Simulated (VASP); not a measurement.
Here is the system:

```
CELL_PARAMETERS angstrom
      4.47533     0.00000     0.00000
     -2.23767     3.87575     0.00000
      0.00000     0.00000     7.32956
ATOMIC_POSITIONS crystal
  Eu 0.66667 0.33333 0.00000
  Eu 0.33333 0.66667 0.50000
  P  0.66667 0.33333 0.62520
  P  0.33333 0.66667 0.12520
```

Level of theory: PBE GGA, VASP's PBE PAW potentials (set 64) (plane waves; VASP). Run with 400 eV cut-off, 5×5×3 Γ-centred mesh, Gaussian smearing of 0.050 eV, potentials Eu_2 P.

The 4f electrons are frozen in the core of the lanthanide potential, so 4f levels, which can set the real gap, and their magnetism are missing.

Task: Predict the energy per atom (σ→0), pressure, band gap (on the k-mesh) with the smallest direct gap where there is one.

Result: 
- band gap (on the k-mesh) = none (metal, semimetal or under 0.01 eV)
- energy per atom (σ→0) = -3.887 eV/atom
- pressure = 5.32 GPa

The absolute energy has meaning only against runs of the same code, potentials and settings.

The structure was generated: EuP was put into the wurtzite type (P6_3mc), which need not be its known phase. The cell was not relaxed at this level. The k-mesh is coarse (spacing up to 0.32 per Å, 2π included), so the numbers may not be converged in it.
